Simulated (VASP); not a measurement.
These are PBEsol GGA, VASP's PBE PAW potentials (set 64) (plane waves; VASP) values and carry that method's errors.

The input files of a VASP run:

KPOINTS:
```
Automatic mesh
0
Gamma
10 10 10
0 0 0
```

**INCAR**
```
SYSTEM = CaO
PREC = Accurate; ENCUT = 620; LREAL = .False.
LASPH = .True.
EDIFF = 1E-6; NELM = 100; ALGO = Normal
ISMEAR = 0; SIGMA = 0.05
GGA = PS
IBRION = 2; NSW = 40; ISIF = 3
EDIFFG = -0.02; PSTRESS = 200
LWAVE = .False.; LCHARG = .False.
```

**POSCAR**
```
CaO
1.0
  0.0000000000   2.2866612502   2.2866612502
  2.2866612502   0.0000000000   2.2866612502
  2.2866612502   2.2866612502   0.0000000000
Ca O
1 1
Cart
  0.0000000000   0.0000000000   0.0000000000
  2.2866612502   2.2866612502   2.2866612502
```

POTCAR, in this order: Ca_sv O (PBE.64 set). Program: vasp_std.

### Question
What does the run give for the energy per atom (σ→0), pressure, band gap (on the k-mesh)?

### Answer

```json
{
  "energy per atom (σ→0)": "-6.613 eV/atom",
  "band gap (on the k-mesh)": "3.41 eV",
  "pressure": "19.88 GPa"
}
```

### OSZICAR
```
...
DAV:   7    -0.132411329003E+02    0.39905E-01   -0.57155E-01  1468   0.792E+00    0.166E+00
DAV:   8    -0.132278800244E+02    0.13253E-01   -0.67099E-02  1336   0.304E+00    0.376E-01
DAV:   9    -0.132258915873E+02    0.19884E-02   -0.18603E-02  1368   0.126E+00    0.126E-01
DAV:  10    -0.132260636107E+02   -0.17202E-03   -0.16695E-03  1260   0.462E-01    0.223E-02
DAV:  11    -0.132260864431E+02   -0.22832E-04   -0.14881E-04  1540   0.122E-01    0.192E-02
DAV:  12    -0.132260805890E+02    0.58541E-05   -0.22798E-05  1364   0.594E-02    0.286E-03
DAV:  13    -0.132260806730E+02   -0.84060E-07   -0.19752E-06  1092   0.142E-02
   1 F= -.10241008E+02 E0= -.10241008E+02  d E =-.102410E+02
```

The structure was generated: CaO was put into the rock salt type (Fm-3m), which need not be its known phase. It was relaxed first under an external pressure of 20 GPa.
